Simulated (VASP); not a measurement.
## HfCu$_{3}$ (space group Fm-3m): computed properties

Level of theory: PBEsol GGA, VASP's PBE PAW potentials (set 64) (plane waves; VASP 6.6.1).

- space group = Fm-3m (225)
- cell = a = b = c = 6.020 Å, α = β = γ = 90.00°
- volume per atom = 13.64 Å³/atom
- band gap (over mesh and band path) = none (metal, semimetal or under 0.01 eV)
- band gap with spin-orbit coupling = none (metallic)
- density = 11.24 g/cm³

```
Cu3Hf
1.0
    0.00000     3.01007     3.01007
    3.01007     0.00000     3.01007
    3.01007     3.01007     0.00000
Hf Cu
1 3
Cartesian
  0.00000   0.00000   0.00000
  1.50503   1.50503   1.50503
  4.51510   4.51510   4.51510
  3.01007   3.01007   3.01007
```

Unless said otherwise, spin-orbit coupling is left out, though it shifts the bands of the heavy elements here.

The structure comes from a computed database's HfCu3 entry (Fm-3m); how it stands against other phases isn't given here. It was relaxed first. Symmetry was kept, so distortions that lower it aren't found. The electron count is odd and the run is not spin-polarised, which forces a metal.
